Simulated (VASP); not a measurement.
Output of a VASP run:

### OSZICAR
```
       N       E                     dE             d eps       ncg     rms          rms(c)
DAV:   1    -0.660622628549E+00   -0.66062E+00   -0.12469E+03  2580   0.443E+02
DAV:   2    -0.344296778849E+01   -0.27823E+01   -0.26200E+01  3468   0.278E+01
DAV:   3    -0.346543374061E+01   -0.22466E-01   -0.22378E-01  3546   0.313E+00
DAV:   4    -0.346550400973E+01   -0.70269E-04   -0.70268E-04  3510   0.151E-01
DAV:   5    -0.346550439180E+01   -0.38207E-06   -0.38206E-06  3582   0.882E-03    0.967E-01
DAV:   6    -0.345492520417E+01    0.10579E-01   -0.50945E-04  3150   0.219E-01    0.615E-01
DAV:   7    -0.344538470236E+01    0.95405E-02   -0.21558E-03  2886   0.397E-01    0.312E-02
DAV:   8    -0.344538886354E+01   -0.41612E-05   -0.13293E-05  4020   0.323E-02    0.636E-03
DAV:   9    -0.344538850243E+01    0.36112E-06   -0.95172E-07  3012   0.621E-03    0.601E-04
DAV:  10    -0.344538837857E+01    0.12386E-06   -0.34082E-09  2286   0.480E-04    0.962E-05
DAV:  11    -0.344538838031E+01   -0.17433E-08   -0.25323E-10  1734   0.144E-04
   1 F= -.34453884E+01 E0= -.34454655E+01  d E =-.344539E+01
```

File OUTCAR:
```
------------------------ aborting loop because EDIFF is reached ----------------------------------------
  FORCE on cell =-STRESS in cart. coord.  units (eV):
  Direction    XX          YY          ZZ          XY          YZ          ZX
  --------------------------------------------------------------------------------------
  Total        0.0599651      0.1455040      0.1436961      0.0000000      0.0000000      0.0000000
  in kB        2.1613232      5.2444048      5.1792421      0.0000000      0.0000000      0.0000000
  external PRESSURE =       4.1949900 kB  Pullay stress =       0.0000000 kB
  volume of cell :       44.45
      direct lattice vectors                 reciprocal lattice vectors
     1.595512780 -2.749692097  0.000000000     0.313378875 -0.181838541  0.000000000
     1.595512780  2.749692097  0.000000000     0.313378875  0.181838541  0.000000000
     0.000000000  0.000000000  5.066114121     0.000000000  0.000000000  0.197389947
 POSITION                                       TOTAL-FORCE (eV/Angst)
 -----------------------------------------------------------------------------------
      1.59551      0.91657      1.26653         0.000000      0.005161      0.000000
      1.59551     -0.91657      3.79959         0.000000     -0.005161      0.000000
 -----------------------------------------------------------------------------------
    total drift:                               -0.000000      0.000000     -0.000000
  FREE ENERGIE OF THE ION-ELECTRON SYSTEM (eV)
  ---------------------------------------------------
  free  energy   TOTEN  =        -3.4453883803 eV

  energy  without entropy=       -3.4456196117  energy(sigma->0) =       -3.44546546

 reached required accuracy - stopping structural energy minimisation
```
(Selected blocks of OUTCAR.)

File POSCAR:
```
Mg
1
    1.5955127804    -2.7496920973     0.0000000000
    1.5955127804     2.7496920973     0.0000000000
    0.0000000000     0.0000000000     5.0661141210
Mg
2
Direct
  0.3333330000   0.6666670000   0.2500000000
  0.6666670000   0.3333330000   0.7500000000
```

### Question
Reconstruct the remaining input files.

### Answer
This is not unique; one that fits is the input of the run itself, PBEsol GGA, plane waves, VASP's PBE PAW potentials (set 64).

**KPOINTS**
```
Automatic mesh
0
Gamma
12 12 8
0 0 0
```

### INCAR
```
GGA=PS
NELM=100   # most electronic steps
EDIFFG=-0.01
ENCUT=480
ISMEAR=1
LASPH=.TRUE.   # aspherical one-centre terms
SIGMA=0.1   # width (eV)
LWAVE=.FALSE.
NSW=30
EDIFF=1E-7
ALGO=Normal   # blocked Davidson
SYSTEM=Mg
IBRION=2
PREC=Accurate
ISIF=2   # forces and stress, cell fixed
LCHARG=.FALSE.
LREAL=.FALSE.   # projection in real space or not
```

POTCAR, in this order: Mg (PBE.64 set). Program: vasp_std.

The compound is Mg in the hcp structure. This cell was strained or had an atom moved on purpose.
